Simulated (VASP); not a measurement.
Output of a VASP run:

File OSZICAR:
```
       N       E                     dE             d eps       ncg     rms          rms(c)
DAV:   1     0.115376569669E+03    0.11538E+03   -0.83166E+03   779   0.148E+03
DAV:   2    -0.187455524690E+01   -0.11725E+03   -0.10916E+03   832   0.356E+02
DAV:   3    -0.906853611851E+01   -0.71940E+01   -0.71746E+01   875   0.915E+01
DAV:   4    -0.914433489779E+01   -0.75799E-01   -0.75785E-01   866   0.102E+01
DAV:   5    -0.914521790417E+01   -0.88301E-03   -0.88300E-03   869   0.113E+00    0.564E+00
DAV:   6    -0.817431680571E+01    0.97090E+00   -0.42977E+00   909   0.176E+01    0.197E+00
DAV:   7    -0.817356657590E+01    0.75023E-03   -0.40549E-02   779   0.291E+00    0.112E+00
DAV:   8    -0.818919582687E+01   -0.15629E-01   -0.53367E-02   779   0.538E+00    0.148E-01
DAV:   9    -0.819174630828E+01   -0.25505E-02   -0.10317E-02   818   0.111E+00    0.135E-01
DAV:  10    -0.819149569941E+01    0.25061E-03   -0.16392E-03   854   0.527E-01    0.996E-03
DAV:  11    -0.819149229760E+01    0.34018E-05   -0.32356E-05   800   0.850E-02    0.517E-03
DAV:  12    -0.819149536956E+01   -0.30720E-05   -0.91367E-06   794   0.340E-02    0.606E-04
DAV:  13    -0.819149533434E+01    0.35227E-07   -0.56669E-07   848   0.127E-02
   1 F= -.81914953E+01 E0= -.81914953E+01  d E =-.547574E-14
```

### OUTCAR
```
------------------------ aborting loop because EDIFF is reached ----------------------------------------
  FORCE on cell =-STRESS in cart. coord.  units (eV):
  Direction    XX          YY          ZZ          XY          YZ          ZX
  --------------------------------------------------------------------------------------
  Total       -0.1695976     -0.1695976     -0.1695976      0.0000000      0.0000000      0.0000000
  in kB       -9.4912619     -9.4912619     -9.4912619      0.0000000      0.0000000      0.0000000
  external PRESSURE =      -9.4912619 kB  Pullay stress =       0.0000000 kB
  volume of cell :       28.63
      direct lattice vectors                 reciprocal lattice vectors
     0.000000000  2.428056259  2.428056259    -0.205926036  0.205926036  0.205926036
     2.428056259  0.000000000  2.428056259     0.205926036 -0.205926036  0.205926036
     2.428056259  2.428056259  0.000000000     0.205926036  0.205926036 -0.205926036
  FREE ENERGIE OF THE ION-ELECTRON SYSTEM (eV)
  ---------------------------------------------------
  free  energy   TOTEN  =        -8.1914953343 eV

  energy  without entropy=       -8.1914953343  energy(sigma->0) =       -8.19149533
```
(Selected blocks of OUTCAR.)

POSCAR:
```
NaF
1
    0.0000000000     2.4280562586     2.4280562586
    2.4280562586     0.0000000000     2.4280562586
    2.4280562586     2.4280562586     0.0000000000
Na F
1 1
Direct
  0.0000000000   0.0000000000   0.0000000000
  0.5000000000   0.5000000000   0.5000000000
```

### Question
Write an INCAR and KPOINTS that could have produced this output.

### Answer
This is not unique; one that fits is the input of the run itself, RPBE GGA, plane waves, VASP's PBE PAW potentials (set 64).

### KPOINTS
```
Automatic mesh
0
gamma
 9 9 9
0 0 0
```

### INCAR
```
ENCUT  =  520   ! plane-wave cut-off (eV)
LREAL  =  F   ! projection in real space or not
LWAVE  =  F
ALGO  =  Normal
SIGMA  =  0.05
LCHARG  =  F
GGA  =  RP
PREC  =  Accurate
EDIFF  =  1E-7   ! SCF stop (eV)
SYSTEM  =  NaF
ISMEAR  =  0   ! Gaussian
LASPH  =  T   ! aspherical one-centre terms
NELM  =  100
ISIF  =  2   ! forces and stress, cell fixed
```

POTCAR, in this order: Na_pv F (PBE.64 set). Program: vasp_std.

The compound is NaF in the rock salt structure. This cell is one point of a volume scan, at 1.03 of the reference volume.
